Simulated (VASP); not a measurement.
Set up this calculation in VASP 6.6.1, as the native input.

```
Task                   : relaxation of cell and atoms
Functional             : PBE
Dispersion             : D3(BJ)
Potentials or basis    : VASP PAW PBE potentials, release 64 (Si, C)
Cutoff                 : 520 eV
k mesh                 : 12 × 12 × 12
Occupations            : gaussian, width 0.02 eV
Spin                   : no spin polarisation
Further INCAR settings : ALGO = Fast; EDIFF = 1e-07; IBRION = 2; EDIFFG = -0.002; NSW = 80; ISIF = 3
```

The structure of SiC lies in POSCAR:

```
SiC                                     
1.0
    0.0000000000      2.1741170022      2.1741170022
    2.1741170022      0.0000000000      2.1741170022
    2.1741170022      2.1741170022      0.0000000000
  Si              C             
     1     1
Direct
     0.0000000000000000    0.0000000000000000    0.0000000000000000
     0.2500000000000000    0.2500000000000000    0.2500000000000000
```

One way to write it, as run:

INCAR

```
ALGO     = Fast           # electronic algorithm
EDIFF    = 1E-7           # SCF threshold, eV
EDIFFG   = -0.002         # ionic threshold
ENCUT    = 520            # plane-wave cutoff, eV
GGA      = PE             # functional
IBRION   = 2              # ionic algorithm
ISIF     = 3              # what is computed and relaxed
ISMEAR   = 0              # smearing method
IVDW     = 12             # dispersion correction
LASPH    = True           # aspherical terms in the spheres
LCHARG   = False          # write CHGCAR
LREAL    = False          # projectors in reciprocal space
LWAVE    = False          # write WAVECAR
NELM     = 100            # most SCF steps
NSW      = 80             # ionic steps
PREC     = Accurate       # precision mode
SIGMA    = 0.02           # smearing width, eV
```

KPOINTS

```
k-points
0
Gamma
  12 12 12
```

Potentials or basis: VASP PAW PBE potentials, release 64 (Si, C).

The run is started by

```console
$ cat potpaw_PBE.64/Si/POTCAR potpaw_PBE.64/C/POTCAR > POTCAR
$ mpirun -np 1 vasp_std > vasp.out
```

Results of the run:

```json
{
  "Pressure after relaxing": "0.0 GPa",
  "Band gap on the k mesh": "1.35 eV, indirect (least direct gap 4.55 eV)",
  "Dispersion energy per atom": "-0.303 eV"
}
```

Caveat: the relaxation stopped at its first step, so nothing moved.

It took 4.8 s on 1 thread of Intel(R) Xeon(R) 6975P-C (Granite Rapids), with other jobs on the host, peak memory 0.14 GiB.
